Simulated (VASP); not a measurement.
Method: HSE06 screened hybrid, VASP's PBE PAW potentials (set 64) (plane waves; VASP 6.6.1).

VASP ran on this input.

**KPOINTS**
```
Automatic mesh
0
Gamma
1 1 1
0 0 0
```

INCAR:
```
! general
SYSTEM   = Al35N35Si
PREC     = Normal
ENCUT    = 400
LREAL    = Auto
LASPH    = .True.
ISYM     = 0
NELECT   = 285.0

! electronic loop
EDIFF    = 1E-5
NELM     = 50
NELMIN   = 4
ALGO     = Normal

! smearing
ISMEAR   = 0
SIGMA    = 0.05

! functional
GGA      = PE
LHFCALC  = .True.
AEXX     = 0.25
HFSCREEN = 0.2
PRECFOCK = Fast

! spin
ISPIN    = 2
MAGMOM   = 71*0.0141
NUPDOWN  = 1

! ions
ISIF     = 0

! output
LWAVE    = .False.
LCHARG   = .False.
LORBIT   = 10
```

**POSCAR**
```
Al35N35Si
1
    4.6932676572    -8.1289780179     0.0000000000
    4.6932676572     8.1289780179     0.0000000000
    0.0000000000     0.0000000000    10.0192026156
Al N Si
35 35 1
Direct
  0.2205932537   0.1131081632   0.2495904019
  0.1116969041   0.2226134525   0.9930437174
  0.2233282245   0.1119825580   0.7478752045
  0.1131998087   0.2488003481   0.4944893546
  0.2105938446   0.4375989331   0.2526606146
  0.1119012053   0.5555271434   0.9935927127
  0.2269728456   0.4468559401   0.7377218514
  0.1091251337   0.5316541533   0.4957372485
  0.2204440157   0.7736230486   0.2496226862
  0.1127755534   0.8897597658   0.0009008052
  0.2232965490   0.7784163289   0.7484104270
  0.1124039679   0.8897610249   0.4984473836
  0.5548935861   0.1104326346   0.2517328817
  0.4447162581   0.2219640656   0.0013725952
  0.5564478768   0.1115017460   0.7497785514
  0.4417109279   0.2238837790   0.5005617006
  0.5512607098   0.4461252028   0.2513546491
  0.4428355767   0.5546266531   0.9978178675
  0.5624833983   0.4452993761   0.7534464694
  0.5510339682   0.7710092405   0.2514256118
  0.4447537827   0.8891391850   0.0015298933
  0.5624199297   0.7835689933   0.7532975223
  0.4412333718   0.8834142062   0.5006962391
  0.8885080690   0.1106668760   0.2499141424
  0.7779311433   0.2220739958   0.9995873668
  0.8917530822   0.1133356965   0.7479537223
  0.7783207895   0.2222189475   0.4987910115
  0.8884806998   0.4440252870   0.2497527730
  0.7784186927   0.5555285194   0.0017944909
  0.8915247019   0.4449361252   0.7487351242
  0.7789658641   0.5586504486   0.5017677266
  0.8887580445   0.7775205400   0.2504704262
  0.7783656462   0.8894525016   0.0017340236
  0.8918680206   0.7793477052   0.7511882062
  0.7786215432   0.8867855549   0.5015035316
  0.2209218721   0.1180270678   0.4405433471
  0.1068198205   0.2160472663   0.1817227077
  0.2242136442   0.1104900542   0.9395448428
  0.1123727771   0.2212598383   0.6914675992
  0.1073074782   0.5564525627   0.1826114599
  0.2240257992   0.4452887037   0.9333983097
  0.1120688069   0.5582452223   0.6922498194
  0.2202133201   0.7685931592   0.4408509363
  0.1117014965   0.8889257976   0.1925338515
  0.2241585355   0.7802421386   0.9400305145
  0.1131447744   0.8900299489   0.6899115163
  0.5517315435   0.1085922621   0.4428599828
  0.4447652705   0.2229990471   0.1934113614
  0.5553991072   0.1108634411   0.9418104355
  0.4468482447   0.2241024476   0.6916488521
  0.5526518117   0.4527813056   0.4470830929
  0.4390201530   0.5525542191   0.1880777081
  0.5567948548   0.4437672756   0.9431947288
  0.4624838204   0.5644539744   0.6957910686
  0.5504842238   0.7636085845   0.4472255461
  0.4446053274   0.8877650208   0.1936000281
  0.5567285624   0.7794107715   0.9431413407
  0.4466762117   0.8891311129   0.6917403381
  0.8802585888   0.1030751333   0.4396755401
  0.7762016843   0.2211853760   0.1906195326
  0.8872299390   0.1101262817   0.9393515342
  0.7778126513   0.2223031921   0.6908652013
  0.8792328673   0.4434276429   0.4395521717
  0.7747198750   0.5549761492   0.1927876131
  0.8873628568   0.4435989436   0.9399945706
  0.7819576734   0.5576140360   0.6925765932
  0.8903894659   0.7784953467   0.4413345369
  0.7745148008   0.8859490765   0.1929673995
  0.8900851496   0.7783417003   0.9429410961
  0.7817964779   0.8908926319   0.6922781197
  0.4333595247   0.5477971283   0.5127717691
```

POTCAR, in this order: Al N Si (PBE.64 set). Program: vasp_gam. Read from the step before: WAVECAR.

The resulting files:

### OUTCAR
```
 ion  position               nearest neighbor table
   1  0.221  0.113  0.250-  37 1.89  48 1.91  44 1.91  36 1.91  14 3.08  10 3.08  12 3.08  16 3.09
                             5 3.09  24 3.11  17 3.11   2 3.12  32 3.13  13 3.15   4 3.15   9 3.19
   2  0.112  0.223  0.993-  37 1.89  61 1.90  38 1.90  41 1.91  26 3.04   3 3.05  18 3.11   1 3.12
                             6 3.12  33 3.13  14 3.13  10 3.13  25 3.13   5 3.13   7 3.14  24 3.15
   3  0.223  0.112  0.748-  39 1.88  46 1.90  50 1.90  38 1.92  16 3.05   2 3.05  12 3.08  14 3.11
                            10 3.11  34 3.12  26 3.12   7 3.13  15 3.13  11 3.13  19 3.16   4 3.24
   4  0.113  0.249  0.494-  39 1.99  59 1.99  36 2.02   8 2.67   5 2.87  71 2.92   7 2.92  27 3.03
                            24 3.07  26 3.12   1 3.15  16 3.21   3 3.24  35 3.28
   5  0.211  0.438  0.253-  37 1.94  40 1.94  52 1.97   4 2.87   8 2.91  24 3.05  28 3.05   1 3.09
                             9 3.11   2 3.13   6 3.14  17 3.16  20 3.16  71 3.17  18 3.18
   6  0.112  0.556  0.994-  40 1.89  65 1.90  45 1.90  41 1.91  30 3.04  11 3.05  18 3.11   9 3.12
                             2 3.12  21 3.13  29 3.13  25 3.13  10 3.13   5 3.14   7 3.14  28 3.14
   7  0.227  0.447  0.738-  39 1.89  42 1.90  54 1.96  41 1.96  71 2.81   4 2.92   8 2.94   3 3.13
                            11 3.13  26 3.14   2 3.14  30 3.14  18 3.14   6 3.14  22 3.16  19 3.16
   8  0.109  0.532  0.496-  63 1.97  42 1.98  43 2.00   4 2.67   5 2.91   7 2.94  71 2.98  27 3.01
                            28 3.06  30 3.10   9 3.16  23 3.21  11 3.23  31 3.23  12 3.35
   9  0.220  0.774  0.250-  40 1.89  56 1.91  44 1.91  43 1.92  21 3.08  10 3.09  12 3.09  23 3.09
                            28 3.10   5 3.11  20 3.12   6 3.12  32 3.13  13 3.15   8 3.16   1 3.19
  10  0.113  0.890  0.001-  45 1.90  38 1.90  69 1.90  44 1.92  34 3.08   1 3.08   9 3.09  32 3.09
                            11 3.11   3 3.11  14 3.12  21 3.12   2 3.13   6 3.13  33 3.14  29 3.14
  11  0.223  0.778  0.748-  42 1.88  46 1.90  58 1.90  45 1.92  23 3.05   6 3.05  12 3.09  10 3.11
                            21 3.11  34 3.12  30 3.12  15 3.13   3 3.13   7 3.13  22 3.16   8 3.23
  12  0.112  0.890  0.498-  67 1.89  46 1.92  36 1.94  43 1.95  32 3.08   3 3.08   1 3.08  11 3.09
                             9 3.09  34 3.10  16 3.11  23 3.12  31 3.12  35 3.12   8 3.35
  13  0.555  0.110  0.252-  60 1.90  56 1.90  48 1.90  47 1.92  27 3.07  21 3.09  14 3.09  16 3.10
                            23 3.10  25 3.11  24 3.13  28 3.13   9 3.15   1 3.15  20 3.17  17 3.17
  14  0.445  0.222  0.001-  53 1.89  38 1.90  49 1.90  48 1.92  19 3.08   1 3.08  13 3.09  17 3.10
                            15 3.10   3 3.11  10 3.12  21 3.12  25 3.13   2 3.13  18 3.13  29 3.13
  15  0.556  0.112  0.750-  62 1.89  50 1.90  58 1.90  49 1.92  25 3.08  27 3.09  14 3.10  21 3.10
                            16 3.11  19 3.11  22 3.11  23 3.11  11 3.13   3 3.13  30 3.14  26 3.14
  16  0.442  0.224  0.501-  36 1.89  50 1.92  47 1.92  51 1.94   3 3.05  17 3.08  71 3.08   1 3.09
                            13 3.10  15 3.11  19 3.11  12 3.11  31 3.15  27 3.17  23 3.19   4 3.21
  17  0.551  0.446  0.251-  52 1.89  48 1.91  64 1.91  51 1.96  20 3.05  16 3.08  18 3.09  14 3.10
                            29 3.11   1 3.11  31 3.12  32 3.14   5 3.16  13 3.17  71 3.17  28 3.18
  18  0.443  0.555  0.998-  41 1.89  52 1.91  57 1.91  53 1.91  19 3.08  22 3.08  20 3.09  17 3.09
                             6 3.11   2 3.11  21 3.13  14 3.13   7 3.14  29 3.15  33 3.15   5 3.18
  19  0.562  0.445  0.753-  54 1.87  66 1.89  53 1.90  50 1.90  29 3.05  71 3.06  31 3.08  18 3.08
                            14 3.08  30 3.09  15 3.11  16 3.11  34 3.11   3 3.16   7 3.16  22 3.18
  20  0.551  0.771  0.251-  52 1.89  56 1.91  68 1.91  55 1.96  17 3.05  23 3.08  18 3.09  21 3.10
...
```

File OSZICAR:
```
       N       E                     dE             d eps       ncg     rms          rms(c)
DAV:   1    -0.600981253475E+03   -0.60098E+03   -0.17635E+01   864   0.853E+00    0.484E+01
DAV:   2    -0.601107560610E+03   -0.12631E+00   -0.42152E-01   840   0.148E+00    0.340E+01
DAV:   3    -0.601089085161E+03    0.18475E-01   -0.90878E-03   840   0.256E-01    0.209E+01
DAV:   4    -0.601081336989E+03    0.77482E-02   -0.39149E-03   824   0.133E-01    0.124E+01
DAV:   5    -0.601078915881E+03    0.24211E-02   -0.88017E-04   792   0.633E-02    0.725E+00
DAV:   6    -0.601078080861E+03    0.83502E-03   -0.26344E-04   792   0.419E-02    0.419E+00
DAV:   7    -0.601077812594E+03    0.26827E-03   -0.10183E-04   788   0.265E-02    0.241E+00
DAV:   8    -0.601077727877E+03    0.84717E-04   -0.25046E-05   516   0.149E-02    0.141E+00
DAV:   9    -0.601077702772E+03    0.25105E-04   -0.17221E-05   416   0.122E-02    0.807E-01
DAV:  10    -0.601077697559E+03    0.52127E-05   -0.65817E-06   428   0.672E-03
   1 F= -.60107770E+03 E0= -.60107770E+03  d E =-.293775E-14  mag=     1.0000
```

### OUTCAR
```
------------------------ aborting loop because EDIFF is reached ----------------------------------------
  volume of cell :      764.49
      direct lattice vectors                 reciprocal lattice vectors
     4.693267657 -8.128978018  0.000000000     0.106535582 -0.061508347  0.000000000
     4.693267657  8.128978018  0.000000000     0.106535582  0.061508347  0.000000000
     0.000000000  0.000000000 10.019202616     0.000000000  0.000000000  0.099808342
  FREE ENERGIE OF THE ION-ELECTRON SYSTEM (eV)
  ---------------------------------------------------
  free  energy   TOTEN  =      -601.0776975592 eV

  energy  without entropy=     -601.0776975592  energy(sigma->0) =     -601.07769756

  exchange ACFDT corr.  =         0.00000000  see jH, gK, PRB 81, 115126

 total charge

# of ion       s       p       d       tot
------------------------------------------
    1        0.413   0.448   0.000   0.860
    2        0.414   0.451   0.000   0.865
    3        0.415   0.453   0.000   0.868
    4        0.404   0.380   0.000   0.785
    5        0.440   0.420   0.000   0.859
    6        0.414   0.450   0.000   0.864
    7        0.400   0.434   0.000   0.835
    8        0.411   0.386   0.000   0.797
    9        0.412   0.448   0.000   0.860
   10        0.413   0.449   0.000   0.862
   11        0.415   0.453   0.000   0.868
   12        0.412   0.429   0.000   0.841
   13        0.413   0.448   0.000   0.861
   14        0.413   0.449   0.000   0.862
   15        0.414   0.449   0.000   0.862
   16        0.410   0.439   0.000   0.849
   17        0.410   0.439   0.000   0.849
   18        0.413   0.449   0.000   0.862
   19        0.416   0.460   0.000   0.876
   20        0.410   0.440   0.000   0.850
   21        0.413   0.449   0.000   0.862
   22        0.416   0.460   0.000   0.876
   23        0.410   0.439   0.000   0.848
   24        0.411   0.446   0.000   0.857
   25        0.413   0.450   0.000   0.863
   26        0.414   0.454   0.000   0.868
   27        0.410   0.444   0.000   0.854
   28        0.411   0.445   0.000   0.857
   29        0.413   0.449   0.000   0.862
   30        0.414   0.455   0.000   0.869
   31        0.418   0.455   0.000   0.874
   32        0.413   0.449   0.000   0.862
   33        0.413   0.449   0.000   0.862
   34        0.413   0.448   0.000   0.862
   35        0.417   0.452   0.000   0.869
   36        1.232   2.545   0.000   3.777
   37        1.236   2.589   0.000   3.826
   38        1.230   2.597   0.000   3.827
   39        1.237   2.582   0.000   3.819
   40        1.236   2.588   0.000   3.824
   41        1.228   2.586   0.000   3.814
   42        1.238   2.583   0.000   3.821
   43        1.232   2.545   0.000   3.777
   44        1.228   2.591   0.000   3.820
   45        1.230   2.598   0.000   3.827
   46        1.229   2.599   0.000   3.828
   47        1.228   2.581   0.000   3.808
   48        1.228   2.592   0.000   3.820
   49        1.229   2.597   0.000   3.826
   50        1.229   2.598   0.000   3.827
   51        1.231   2.569   0.000   3.800
   52        1.233   2.584   0.000   3.817
   53        1.229   2.603   0.000   3.832
   54        1.244   2.600   0.000   3.843
   55        1.230   2.561   0.000   3.791
   56        1.228   2.593   0.000   3.821
   57        1.229   2.603   0.000   3.832
   58        1.228   2.598   0.000   3.826
   59        1.234   2.584   0.000   3.818
   60        1.228   2.596   0.000   3.824
   61        1.229   2.598   0.000   3.827
   62        1.229   2.597   0.000   3.826
   63        1.234   2.591   0.000   3.825
   64        1.228   2.593   0.000   3.822
   65        1.229   2.598   0.000   3.827
   66        1.230   2.607   0.000   3.837
   67        1.230   2.608   0.000   3.838
   68        1.228   2.592   0.000   3.821
   69        1.228   2.594   0.000   3.822
   70        1.230   2.607   0.000   3.837
   71        0.744   0.863   0.000   1.607
--------------------------------------------------
tot         58.287 107.029   0.000 165.316

 magnetization (x)

# of ion       s       p       d       tot
------------------------------------------
    1       -0.000  -0.000   0.000  -0.000
    2        0.000   0.001   0.000   0.001
    3        0.002   0.003   0.000   0.005
    4        0.015   0.032   0.000   0.046
    5        0.022   0.021   0.000   0.043
    6        0.000   0.001   0.000   0.001
    7       -0.001   0.001   0.000   0.001
    8        0.019   0.034   0.000   0.052
    9       -0.000  -0.000   0.000  -0.000
   10        0.000   0.000   0.000   0.000
   11        0.002   0.003   0.000   0.005
   12        0.000   0.000   0.000   0.001
   13        0.000   0.000   0.000   0.000
   14       -0.000   0.000   0.000   0.000
...
```
(Selected blocks of OUTCAR.)

OUTCAR:
```
 val. band max:        8.8377552054   @ k =   0.0000   0.0000   0.0000

 cond. band min:      10.5608090485   @ k =   0.0000   0.0000   0.0000


 Fermi energy:         9.1080414506

 spin component 1

 k-point     1 :       0.0000    0.0000    0.0000
  band No.  band energies     occupation
      1     -11.6089      1.00000
      2     -10.8167      1.00000
      3     -10.6453      1.00000
      4     -10.4304      1.00000
      5     -10.3642      1.00000
      6     -10.3261      1.00000
      7     -10.2400      1.00000
      8     -10.1820      1.00000
      9     -10.0452      1.00000
     10      -9.7962      1.00000
     11      -9.7384      1.00000
     12      -9.7227      1.00000
     13      -9.6483      1.00000
     14      -9.6471      1.00000
     15      -9.6432      1.00000
     16      -9.5928      1.00000
     17      -9.5085      1.00000
     18      -9.4900      1.00000
     19      -9.4633      1.00000
     20      -9.4597      1.00000
     21      -9.3328      1.00000
     22      -9.1948      1.00000
     23      -9.0422      1.00000
     24      -9.0300      1.00000
     25      -8.9706      1.00000
     26      -8.9597      1.00000
     27      -8.9486      1.00000
     28      -8.9094      1.00000
     29      -8.8605      1.00000
     30      -8.8350      1.00000
     31      -8.8294      1.00000
     32      -8.7493      1.00000
     33      -8.7198      1.00000
     34      -8.7013      1.00000
     35      -8.6508      1.00000
     36      -1.8812      1.00000
     37      -1.3300      1.00000
     38      -0.5634      1.00000
     39      -0.3857      1.00000
     40      -0.2316      1.00000
     41      -0.2201      1.00000
     42      -0.1957      1.00000
     43      -0.1860      1.00000
     44      -0.1571      1.00000
     45      -0.1438      1.00000
     46      -0.1126      1.00000
     47      -0.1113      1.00000
     48      -0.0967      1.00000
     49      -0.0741      1.00000
...
```

The cell is charged, with a uniform compensating background. The supercell is sampled at Γ alone, which is coarse: total energies, pressure and levels can be off, energies of defects by several tenths of an eV.

The cell is a supercell with a defect, built from AlN (wurtzite): Si_Al-vac_N, charge -1. The cell's shape comes from a PBE relaxation.
